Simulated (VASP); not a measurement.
# Ba4Si (Im-3m) in VASP: notebook

Aim: see how the results for Ba4Si move with the level of theory and the settings. Levels: PBEsol, PBE. Tasks: band structure, relaxation of the atoms.

Everything below comes from runs of VASP 6.6.1. Logs are shortened: lines on timing, memory, paths and dates and some standing lists are left out, and cuts for length are marked.

**1. Starting point**

Symmetry: Im-3m, No. 229, cubic system. The conventional cell has a = 7.927 Å, b = 7.927 Å, c = 7.927 Å, α = 90.00°, β = 90.00°, γ = 90.00°. Ba (site symmetry -3m) has 2 Si at 3.43 Å as nearest neighbours. Around Si (site symmetry m-3m) lie 8 Ba at 3.43 Å.

The cell was built by a generator and needn't be a form met in nature.

**2. Band structure, PBEsol, spin-orbit coupling, no magnetisation**

The input, INCAR:

```
ALGO = Normal ; EDIFF = 1E-7
ENCUT = 520 ; GGA = PS
GGA_COMPAT = False ; ISIF = 2
ISMEAR = -1 ; LASPH = True
LCHARG = False ; LORBIT = 11
LREAL = False ; LSORBIT = True
LWAVE = False ; MAGMOM = 0 0 0 0 0 0 0 0 0 0 0 0 0 0 0
NBANDS = 59 ; NELM = 60
PREC = Accurate ; SIGMA = 0.05
```

The input, KPOINTS:

```
k-points
0
Gamma
  4 4 4
```

The input, POSCAR:

```
Ba4Si
1.0
   -3.9635100000      3.9635100000      3.9635100000
    3.9635100000     -3.9635100000      3.9635100000
    3.9635100000      3.9635100000     -3.9635100000
Ba Si
4 1
Direct
    0.5000000000      0.5000000000      0.5000000000
    0.5000000000      0.0000000000      0.0000000000
    0.0000000000      0.0000000000      0.5000000000
    0.0000000000      0.5000000000      0.0000000000
    0.0000000000      0.0000000000      0.0000000000
```

The input, KPOINTS_OPT:

```
path GHNGPH,PN
15
line-mode
reciprocal
 0.0000000000  0.0000000000  0.0000000000  G
 0.5000000000 -0.5000000000  0.5000000000  H

 0.5000000000 -0.5000000000  0.5000000000  H
 0.0000000000  0.0000000000  0.5000000000  N

 0.0000000000  0.0000000000  0.5000000000  N
 0.0000000000  0.0000000000  0.0000000000  G

 0.0000000000  0.0000000000  0.0000000000  G
 0.2500000000  0.2500000000  0.2500000000  P

 0.2500000000  0.2500000000  0.2500000000  P
 0.5000000000 -0.5000000000  0.5000000000  H

 0.2500000000  0.2500000000  0.2500000000  P
 0.0000000000  0.0000000000  0.5000000000  N
```

Potentials or basis: VASP PAW PBE potentials, release 64 (Ba_sv, Si).

Run with:

```sh
$ cat potpaw_PBE.64/Ba_sv/POTCAR potpaw_PBE.64/Si/POTCAR > POTCAR
$ mpirun -np 1 vasp_ncl > vasp.out
```

OUTCAR:

```text
EDIFF = 1E-7
   ENCUT = 520
   GGA = PS
   ISIF = 2
   ISMEAR = -1
   LASPH = True
   LORBIT = 11
   LREAL = False
   LSORBIT = True
   NELM = 60
   PREC = Accurate

 ion  position               nearest neighbor table
   1  0.500  0.500  0.500-   5 3.43   5 3.43   4 3.96   2 3.96   2 3.96   4 3.96   3 3.96   3 3.96

   2  0.500  0.000  0.000-   5 3.43   5 3.43   4 3.96   1 3.96   1 3.96   3 3.96   3 3.96   4 3.96

   3  0.000  0.000  0.500-   5 3.43   5 3.43   4 3.96   1 3.96   2 3.96   4 3.96   2 3.96   1 3.96

   4  0.000  0.500  0.000-   5 3.43   5 3.43   3 3.96   1 3.96   2 3.96   3 3.96   1 3.96   2 3.96

   5  0.000  0.000  0.000-   1 3.43   2 3.43   3 3.43   4 3.43   3 3.43   4 3.43   2 3.43   1 3.43

  LATTYP: Found a body centered cubic cell.
 ALAT       =     7.9270200000

  Lattice vectors:

 A1 = (  -3.9635100000,   3.9635100000,   3.9635100000)
 A2 = (   3.9635100000,  -3.9635100000,   3.9635100000)
 A3 = (   3.9635100000,   3.9635100000,  -3.9635100000)

Analysis of symmetry for initial positions (statically):
=====================================================================
 Subroutine PRICEL returns:
 Original cell was already a primitive cell.

 Routine SETGRP: Setting up the symmetry group for a
 body centered cubic supercell.

 Subroutine GETGRP returns: Found 48 space group operations
 (whereof 48 operations were pure point group operations)
 out of a pool of 48 trial point group operations.

The static configuration has the point symmetry O_h .

Analysis of symmetry for dynamics (positions and initial velocities):
=====================================================================
 Subroutine PRICEL returns:
 Original cell was already a primitive cell.

 Routine SETGRP: Setting up the symmetry group for a
 body centered cubic supercell.

 Subroutine GETGRP returns: Found 48 space group operations
 (whereof 48 operations were pure point group operations)
 out of a pool of 48 trial point group operations.

The dynamic configuration has the point symmetry O_h .

Analysis of structural, dynamic, and magnetic symmetry:
=====================================================================
 Subroutine PRICEL returns:
 Original cell was already a primitive cell.

 Routine SETGRP: Setting up the symmetry group for a
 body centered cubic supercell.

 Subroutine GETGRP returns: Found 48 space group operations
 (whereof 48 operations were pure point group operations)
 out of a pool of 48 trial point group operations.

The overall configuration has the point symmetry O_h .

 Subroutine INISYM returns: Found 48 space group operations
 (whereof 48 operations are pure point group operations),
 and found     1 'primitive' translations

----------------------------------------------------------------------------------------

                                     Primitive cell

  volume of cell :     249.0576

  direct lattice vectors                    reciprocal lattice vectors
    -3.963510000  3.963510000  3.963510000     0.000000000  0.126150811  0.126150811
     3.963510000 -3.963510000  3.963510000     0.126150811  0.000000000  0.126150811
     3.963510000  3.963510000 -3.963510000     0.126150811  0.126150811  0.000000000

  length of vectors
     6.865000696  6.865000696  6.865000696     0.178404187  0.178404187  0.178404187

  position of ions in fractional coordinates (direct lattice)
     0.500000000  0.500000000  0.500000000
     0.500000000  0.000000000  0.000000000
     0.000000000  0.000000000  0.500000000
     0.000000000  0.500000000  0.000000000
     0.000000000  0.000000000  0.000000000

  ion indices of the primitive-cell ions
   primitive index   ion index
                 1           1
                 2           2
                 3           3
[... 81 lines left out ...]
   LORBIT       =     11    0 simple, 1 ext, 2 COOP (PROOUT), +10 PAW based schemes
   GGA     = PS    functional components
   LHFCALC =     F    Hartree Fock is set to
   AEXX    =    0.0000 exact exchange contribution
   IVDW    =     0    specifies the selected vdW correction
   LEPSILON=     F    determine dielectric tensor
   LRPA    =     F    only Hartree local field effects (RPA)
  energy-cutoff  :      520.00
  volume of cell :      249.06
 maximum number of plane-waves:     13448
 NGX is ok and might be reduce to    54
   NGX = 25   NGY = 25   NGZ = 25

 number of electron      43.9999999 magnetization      -0.0000000     -0.0000000     -0.0000000

 number of electron      43.9999999 magnetization       0.0000000     -0.0000000     -0.0000000

 number of electron      43.9999999 magnetization       0.0000000      0.0000000      0.0000000

 number of electron      43.9999999 magnetization      -0.0000000      0.0000000      0.0000000

 Free energy of the ion-electron system (eV)
  ---------------------------------------------------
  ext. energy  EPLUGINS =         0.00000000
  ---------------------------------------------------
  free energy    TOTEN  =       -15.24320511 eV

  energy without entropy =      -15.19339650  energy(sigma->0) =      -15.21830081

 E-fermi :   2.0829     XC(G=0):  -7.9269

 val. band max:        2.0087263602   @ k =   0.2500   0.2500   0.0000
 cond. band min:       2.1148371267   @ k =   0.2500   0.0000   0.0000
 fundamental gap:      0.1061107665
 Fermi energy:         2.0828957212

 k-point     1 :       0.0000    0.0000    0.0000
  band No.  band energies     occupation
      1     -26.7559      1.00000
      2     -26.7559      1.00000
      3     -26.6398      1.00000
      4     -26.6398      1.00000
      5     -26.6398      1.00000
      6     -26.6398      1.00000
[... 461 lines left out ...]
     55       2.8342      0.00000
     56       2.8342      0.00000
 [bands above 56 left out]

------------------------ aborting loop because EDIFF is reached ----------------------------------------

  FORCE on cell =-STRESS in cart. coord.  units (eV):
  Direction    XX          YY          ZZ          XY          YZ          ZX
  --------------------------------------------------------------------------------------
  -------------------------------------------------------------------------------------
  Total       -1.3553993     -1.3553993     -1.3553993      0.0000000      0.0000000     -0.0000000
  in kB       -8.7192270     -8.7192270     -8.7192270      0.0000000      0.0000000     -0.0000000
  external PRESSURE =      -8.7192270 kB  Pullay stress =       0.0000000 kB

 VOLUME and BASIS-vectors are now :
 -----------------------------------------------------------------------------
  energy-cutoff  :      520.00
  volume of cell :      249.06
      direct lattice vectors                 reciprocal lattice vectors
    -3.963510000  3.963510000  3.963510000     0.000000000  0.126150811  0.126150811
     3.963510000 -3.963510000  3.963510000     0.126150811  0.000000000  0.126150811
     3.963510000  3.963510000 -3.963510000     0.126150811  0.126150811  0.000000000

 POSITION                                       TOTAL-FORCE (eV/Angst)
 -----------------------------------------------------------------------------------
      1.98175      1.98175      1.98175        -0.000000      0.000000      0.000000
     -1.98175      1.98175      1.98175         0.000000      0.000000     -0.000000
      1.98175      1.98175     -1.98175        -0.000000     -0.000000     -0.000000
      1.98175     -1.98175      1.98175         0.000000     -0.000000     -0.000000
      0.00000      0.00000      0.00000        -0.000000      0.000000     -0.000000
 -----------------------------------------------------------------------------------
    total drift:                               -0.000000     -0.000000     -0.000000

  FREE ENERGIE OF THE ION-ELECTRON SYSTEM (eV)
  ---------------------------------------------------
  free  energy   TOTEN  =       -15.2432051146 eV

  energy  without entropy=      -15.1933964998  energy(sigma->0) =      -15.21830081

 Spin-Orbit-Coupling matrix elements

 Ion:    1  E_soc:     -0.4023151
 l=   1
     0.0000000    -0.0668219    -0.0668219
    -0.0668219     0.0000000    -0.0668219
    -0.0668219    -0.0668219     0.0000000
 l=   2
     0.0000000    -0.0001504     0.0000000    -0.0001504    -0.0000802
    -0.0001504     0.0000000    -0.0000602    -0.0001504    -0.0000201
     0.0000000    -0.0000602     0.0000000    -0.0000602     0.0000000
    -0.0001504    -0.0001504    -0.0000602     0.0000000    -0.0000201
    -0.0000802    -0.0000201     0.0000000    -0.0000201     0.0000000
 l=   3
     0.0000000     0.0000000     0.0000000     0.0000000     0.0000000     0.0000000     0.0000000
     0.0000000     0.0000000     0.0000000     0.0000000     0.0000000     0.0000000     0.0000000
     0.0000000     0.0000000     0.0000000     0.0000000     0.0000000     0.0000000     0.0000000
     0.0000000     0.0000000     0.0000000     0.0000000     0.0000000     0.0000000     0.0000000
[... 69 lines left out ...]
 l=   2
     0.0000000     0.0000000     0.0000000     0.0000000     0.0000000
     0.0000000     0.0000000     0.0000000     0.0000000     0.0000000
     0.0000000     0.0000000     0.0000000     0.0000000     0.0000000
     0.0000000     0.0000000     0.0000000     0.0000000     0.0000000
     0.0000000     0.0000000     0.0000000     0.0000000     0.0000000
 l=   3
     0.0000000     0.0000000     0.0000000     0.0000000     0.0000000     0.0000000     0.0000000
     0.0000000     0.0000000     0.0000000     0.0000000     0.0000000     0.0000000     0.0000000
     0.0000000     0.0000000     0.0000000     0.0000000     0.0000000     0.0000000     0.0000000
     0.0000000     0.0000000     0.0000000     0.0000000     0.0000000     0.0000000     0.0000000
     0.0000000     0.0000000     0.0000000     0.0000000     0.0000000     0.0000000     0.0000000
     0.0000000     0.0000000     0.0000000     0.0000000     0.0000000     0.0000000     0.0000000
     0.0000000     0.0000000     0.0000000     0.0000000     0.0000000     0.0000000     0.0000000

 total charge

# of ion       s       p       d       tot
------------------------------------------
    1        2.042   5.543   0.339   7.923
    2        2.042   5.543   0.339   7.923
    3        2.042   5.543   0.339   7.923
    4        2.042   5.543   0.339   7.923
    5        0.804   0.800   0.000   1.604
--------------------------------------------------
tot          8.971  22.972   1.354  33.297

 magnetization (x)

# of ion       s       p       d       tot
------------------------------------------
    1        0.000  -0.000   0.000   0.000
    2        0.000  -0.000  -0.000  -0.000
    3        0.000   0.000  -0.000   0.000
    4        0.000   0.000   0.000   0.000
    5        0.000   0.000   0.000   0.000
--------------------------------------------------
tot          0.000   0.000   0.000   0.000

 magnetization (y)

# of ion       s       p       d       tot
------------------------------------------
    1        0.000   0.000   0.000   0.000
    2       -0.000  -0.000  -0.000  -0.000
    3       -0.000  -0.000   0.000  -0.000
    4        0.000   0.000   0.000   0.000
    5       -0.000   0.000   0.000   0.000
--------------------------------------------------
tot         -0.000   0.000   0.000   0.000

 magnetization (z)

# of ion       s       p       d       tot
------------------------------------------
    1       -0.000   0.000  -0.000  -0.000
    2        0.000  -0.000   0.000   0.000
    3       -0.000   0.000   0.000  -0.000
    4        0.000   0.000   0.000   0.000
    5        0.000   0.000   0.000   0.000
--------------------------------------------------
tot          0.000   0.000   0.000   0.000
```

Run time: 53 min. Hardware: 1 thread of AMD EPYC 7R43 (Zen 3), shared host; peak memory 0.96 GiB.

Results:

```
Free energy                                           : -15.2432 eV
Pressure                                              : -0.9 GPa
Valence electrons inside the program's atomic spheres : Ba 7.92; Si 1.60
```

Caveat: the PAW data sets were made with another functional, which shifts forces and pressure a little.

**3. Band structure, PBEsol**

The input, INCAR:

```
SYSTEM = Ba4Si
PREC     = Accurate       ! precision mode
ENCUT    = 520            ! plane-wave cutoff, eV
EDIFF    = 1E-7           ! SCF threshold, eV
ISMEAR   = -1             ! smearing method
SIGMA    = 0.05           ! smearing width, eV
LREAL    = Auto         
LASPH    = .TRUE.         ! aspherical terms in the spheres
NELM     = 60             ! most SCF steps
ALGO     = Normal         ! electronic algorithm
ISIF     = 2              ! what is computed and relaxed
LWAVE    = .FALSE.        ! write WAVECAR
LCHARG   = .FALSE.        ! write CHGCAR
GGA      = PS             ! functional
NBANDS   = 30             ! bands
```

The input, KPOINTS:

```
regular mesh
0
Monkhorst
  4 4 4
  0 0 0
```

POSCAR is that of step 2.

Edit KPOINTS_OPT of step 2 so:

```diff
@@ -1,3 +1,3 @@
 path GHNGPH,PN
-15
+10
 line-mode
```

Potentials or basis: VASP PAW PBE potentials, release 64 (Ba_sv, Si).

Run with:

```sh
$ cat potpaw_PBE.64/Ba_sv/POTCAR potpaw_PBE.64/Si/POTCAR > POTCAR
$ mpirun -np 1 vasp_std > vasp.out
```

It took 12 min on 1 thread of AMD EPYC 7R43 (Zen 3), shared host; peak memory 0.33 GiB.

The run converged. Its results:

```
Free energy             : -14.3892 eV
Pressure                : -0.6 GPa
Band gap along the path : none (metal or under the smearing width)
```

Levels at the corners of the path, in eV from the Fermi level:
| point | band 19 | band 20 | band 21 | band 22 | band 23 | band 24 | band 25 | band 26 |
| --- | --- | --- | --- | --- | --- | --- | --- | --- |
| Γ | -0.85 | -0.85 | 0.19 | 0.19 | 0.20 | 0.20 | 0.20 | 0.78 |
| H | -1.95 | -1.95 | -0.19 | -0.19 | -0.19 | 0.86 | 0.86 | 0.87 |
| H | -1.95 | -1.95 | -0.19 | -0.19 | -0.19 | 0.86 | 0.86 | 0.87 |
| N | -0.93 | -0.63 | -0.52 | -0.31 | 0.56 | 0.71 | 0.81 | 1.06 |
| N | -0.93 | -0.63 | -0.52 | -0.31 | 0.56 | 0.71 | 0.81 | 1.06 |
| Γ | -0.85 | -0.85 | 0.19 | 0.19 | 0.20 | 0.20 | 0.20 | 0.78 |
| Γ | -0.85 | -0.85 | 0.19 | 0.19 | 0.20 | 0.20 | 0.20 | 0.78 |
| P | -1.17 | -1.17 | 0.13 | 0.13 | 0.13 | 1.41 | 1.41 | 1.55 |
| P | -1.17 | -1.17 | 0.13 | 0.13 | 0.13 | 1.41 | 1.41 | 1.55 |
| H | -1.95 | -1.95 | -0.19 | -0.19 | -0.19 | 0.86 | 0.86 | 0.87 |
| P | -1.17 | -1.17 | 0.13 | 0.13 | 0.13 | 1.41 | 1.41 | 1.55 |
| N | -0.93 | -0.63 | -0.52 | -0.31 | 0.56 | 0.71 | 0.81 | 1.06 |

Caveat: the PAW data sets were made with another functional, which shifts forces and pressure a little; spin-orbit coupling is left out, which moves the levels of the heavy elements.

(Continued in part 2 of 2.)
